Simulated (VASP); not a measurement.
```xyz
2
Lattice="3.0090 0.0000 0.0000 0.0000 3.0090 0.0000 0.0000 0.0000 3.0090" Properties=species:S:1:pos:R:3 pbc="T T T"
Zn     1.5045     1.5045     1.5045
Cu     0.0000     0.0000     0.0000
```

Computed with PBE GGA + U (Dudarev), VASP's PBE PAW potentials (set 64) (plane waves; VASP). Numerical set-up: 400 eV cut-off, 11×11×11 Γ-centred mesh, first-order Methfessel-Paxton smearing of 0.10 eV, potentials Zn Cu, U − J: Zn 2.00 eV, Cu 2.00 eV.

Question: Give the stress tensor in GPa (positive for a compressed cell).

Answer: 
```
-5.52   0.00   0.00
 0.00  -5.52   0.00
 0.00   0.00  -5.52
```
The pressure is its mean diagonal, -5.52 GPa.

The compound is CuZn in the CsCl type structure. The cell was not relaxed at this level. The run is one of a series of settings (LDAU = .TRUE., LDAUJ = 0 0, LDAUL = 2 2, LDAUTYPE = 2, LDAUU = 2.0 2.0 against the base run), some of them coarse on purpose. The electron count is odd and the run is not spin-polarised, which forces a metal.
